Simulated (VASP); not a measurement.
Method: r2SCAN meta-GGA, VASP's PBE PAW potentials (set 64) (plane waves; VASP).

A VASP calculation is set up with these files.

### INCAR
```
# general
SYSTEM  = Zn2SeS
PREC    = Accurate
ENCUT   = 400
LREAL   = .False.
LASPH   = .True.
NBANDS  = 66

# electronic loop
EDIFF   = 1E-7
NELM    = 100
ALGO    = Normal
LMAXMIX = 4
LMIXTAU = .True.

# smearing
ISMEAR  = 0
SIGMA   = 0.01

# functional
METAGGA = R2SCAN

# output
LWAVE   = .False.
LCHARG  = .False.
NEDOS   = 1001

# other
LOPTICS = .True.
LPEAD   = .True.
CSHIFT  = 0.1
```

File KPOINTS:
```
kpoints
0
G
  7 7 5
0 0 0
```

**POSCAR**
```
Zn2SeS
1
    3.9076843213     0.0000000000     0.0000000000
    0.0000000000     3.9076843213     0.0000000000
    0.0000000000     0.0000000000     5.5091234670
Zn Se S
2 1 1
Direct
  0.5000000000   0.0000000000   0.7630988125
  1.0000000000   0.5000000000   0.2369011875
  1.0000000000   0.0000000000   0.5000000000
  0.5000000000   0.5000000000   0.0000000000
```

POTCAR, in this order: Zn Se S (PBE.64 set). Program: vasp_std.

The run wrote:

### OSZICAR
```
       N       E                     dE             d eps       ncg     rms          rms(c)
DAV:   1     0.239164954221E+03    0.23916E+03   -0.10405E+04  4304   0.550E+02
DAV:   2    -0.104349553114E+02   -0.24960E+03   -0.21181E+03  4024   0.175E+02
DAV:   3    -0.485523543916E+02   -0.38117E+02   -0.36780E+02  4648   0.619E+01
DAV:   4    -0.495720844409E+02   -0.10197E+01   -0.10174E+01  4608   0.109E+01
DAV:   5    -0.495752595603E+02   -0.31751E-02   -0.31749E-02  4528   0.602E-01    0.906E+00
DAV:   6    -0.454128624171E+02    0.41624E+01   -0.11319E+00  4628   0.168E+01    0.767E+00
DAV:   7    -0.432969189201E+02    0.21159E+01   -0.67479E-01  4276   0.461E+00    0.409E+00
DAV:   8    -0.436628499838E+02   -0.36593E+00   -0.21420E-01  4156   0.197E+00    0.132E+00
DAV:   9    -0.437087467233E+02   -0.45897E-01   -0.65842E-02  4174   0.105E+00    0.927E-01
DAV:  10    -0.436772456418E+02    0.31501E-01   -0.39587E-02  4088   0.798E-01    0.590E-01
DAV:  11    -0.437196167974E+02   -0.42371E-01   -0.16114E-02  4092   0.522E-01    0.130E-01
DAV:  12    -0.437225886914E+02   -0.29719E-02   -0.65845E-04  4522   0.884E-02    0.929E-02
DAV:  13    -0.437227977028E+02   -0.20901E-03   -0.97533E-05  4316   0.558E-02    0.538E-02
DAV:  14    -0.437226425113E+02    0.15519E-03   -0.82966E-05  4138   0.386E-02    0.262E-02
DAV:  15    -0.437232462783E+02   -0.60377E-03   -0.16556E-04  4082   0.495E-02    0.227E-02
DAV:  16    -0.437232406434E+02    0.56350E-05   -0.24271E-05  4516   0.183E-02    0.123E-02
DAV:  17    -0.437232650320E+02   -0.24389E-04   -0.17358E-05  4116   0.162E-02    0.119E-02
DAV:  18    -0.437232790266E+02   -0.13995E-04   -0.25959E-06  4198   0.950E-03    0.691E-03
DAV:  19    -0.437232806887E+02   -0.16621E-05   -0.45953E-07  4362   0.254E-03    0.251E-03
DAV:  20    -0.437232803275E+02    0.36115E-06   -0.64703E-08  3906   0.149E-03    0.954E-04
DAV:  21    -0.437232795497E+02    0.77783E-06   -0.49452E-08  3680   0.792E-04    0.135E-03
DAV:  22    -0.437232798256E+02   -0.27595E-06   -0.14601E-08  3460   0.703E-04    0.596E-04
DAV:  23    -0.437232799099E+02   -0.84308E-07   -0.28530E-09  2222   0.220E-04
   1 F= -.43723280E+02 E0= -.43723280E+02  d E =-.486095E-25
 imaginary and real dielectric function
```

### OUTCAR
```
------------------------ aborting loop because EDIFF is reached ----------------------------------------
  FORCE on cell =-STRESS in cart. coord.  units (eV):
  Direction    XX          YY          ZZ          XY          YZ          ZX
  --------------------------------------------------------------------------------------
  Total       -0.0350747     -0.0350747     -0.0086615      0.0000000      0.0000000      0.0000000
  in kB       -0.6680099     -0.6680099     -0.1649611      0.0000000      0.0000000      0.0000000
  external PRESSURE =      -0.5003269 kB  Pullay stress =       0.0000000 kB
  volume of cell :       84.12
      direct lattice vectors                 reciprocal lattice vectors
     3.907684321  0.000000000  0.000000000     0.255906035  0.000000000  0.000000000
     0.000000000  3.907684321  0.000000000     0.000000000  0.255906035  0.000000000
     0.000000000  0.000000000  5.509123467     0.000000000  0.000000000  0.181517079
 POSITION                                       TOTAL-FORCE (eV/Angst)
 -----------------------------------------------------------------------------------
      1.95384      0.00000      4.20401         0.000000     -0.000000     -0.000600
      0.00000      1.95384      1.30512         0.000000     -0.000000      0.000600
      0.00000      0.00000      2.75456        -0.000000     -0.000000      0.000000
      1.95384      1.95384      0.00000         0.000000      0.000000      0.000000
 -----------------------------------------------------------------------------------
    total drift:                                0.000000      0.000000      0.000000
  FREE ENERGIE OF THE ION-ELECTRON SYSTEM (eV)
  ---------------------------------------------------
  free  energy   TOTEN  =       -43.7232799099 eV

  energy  without entropy=      -43.7232799099  energy(sigma->0) =      -43.72327991

 plasma frequency squared (from intraband transitions) (eV^2)
  --------------------------------------------------------------------------------------
       0.000       0.000       0.000
       0.000       0.000       0.000
       0.000       0.000       0.000

 plasma frequency squared (from interband transitions, int dw w eps(2)(w)) (eV^2)
  --------------------------------------------------------------------------------------
     323.276       0.000       0.000      -0.000      -0.000       0.000
       0.000       0.000     323.276       0.000      -0.000      -0.000
      -0.000      -0.000      -0.000       0.000     323.881       0.000
```
(Selected blocks of OUTCAR.)

The dielectric response may not be converged in the k-mesh; for small gaps it tends to come out too large.

The structure comes from a computed database's Zn2SeS entry (P-4m2); how it stands against other phases isn't given here. It was relaxed first.
